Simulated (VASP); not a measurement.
Given:

```
CELL_PARAMETERS angstrom
      3.42520     0.00000     0.00000
      0.00000     3.42520     0.00000
      0.00000     0.00000     3.42520
ATOMIC_POSITIONS crystal
  In 0.00000 0.00000 0.00000
  P  0.50000 0.50000 0.50000
```

Method: r2SCAN meta-GGA, VASP's PBE PAW potentials (set 64) (plane waves; VASP). Settings: 400 eV cut-off, 12×12×12 Γ-centred mesh, tetrahedra with Blöchl corrections, potentials In_d P.

Unless said otherwise, spin-orbit coupling is left out, though it shifts the bands of the heavy elements here.

Predict the energy per atom (σ→0), band gap (over mesh and band path) with the smallest direct gap where there is one.

```yaml
band gap (over mesh and band path): none (metal, semimetal or under 0.01 eV)
energy per atom (σ→0): -15.380 eV/atom
```

The structure was generated: InP was put into the CsCl type (Pm-3m), which need not be its known phase. It was relaxed first, which changed the volume by +25 %.
